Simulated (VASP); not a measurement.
OSZICAR of a VASP run on NaF (rock salt):

File OSZICAR:
```
       N       E                     dE             d eps       ncg     rms          rms(c)
DAV:   1     0.107623136966E+03    0.10762E+03   -0.80781E+03   455   0.157E+03
DAV:   2    -0.348479989703E+01   -0.11111E+03   -0.10330E+03   468   0.369E+02
DAV:   3    -0.939525898960E+01   -0.59105E+01   -0.58940E+01   506   0.851E+01
DAV:   4    -0.945505913122E+01   -0.59800E-01   -0.59794E-01   476   0.906E+00
DAV:   5    -0.945574045800E+01   -0.68133E-03   -0.68132E-03   506   0.987E-01    0.542E+00
DAV:   6    -0.856873488040E+01    0.88701E+00   -0.38449E+00   522   0.188E+01    0.184E+00
DAV:   7    -0.855844606670E+01    0.10289E-01   -0.29181E-02   449   0.257E+00    0.104E+00
DAV:   8    -0.855979512319E+01   -0.13491E-02   -0.27992E-02   440   0.424E+00    0.118E-01
DAV:   9    -0.856062731563E+01   -0.83219E-03   -0.37787E-03   491   0.669E-01    0.827E-02
DAV:  10    -0.856055341923E+01    0.73896E-04   -0.48479E-04   464   0.318E-01    0.109E-02
DAV:  11    -0.856055153975E+01    0.18795E-05   -0.14576E-05   506   0.746E-02    0.336E-03
DAV:  12    -0.856055178685E+01   -0.24710E-06   -0.11912E-06   443   0.186E-02
   1 F= -.85605518E+01 E0= -.85605518E+01  d E =-.556038E-19
```

**Question.** Which electronic solver shows in the log?

**Answer.** It is blocked Davidson (ALGO = Normal, or the opening steps of other solvers). The INCAR had ALGO = Normal.

**Question.** Can the final energy be trusted as converged?

**Answer.** The run converged. It stopped with EDIFF = 1E-6, NELM = 100 (PBE GGA, plane waves, VASP's PBE PAW potentials (set 64)).

The compound is NaF in the rock salt structure. The cell was not relaxed at this level.
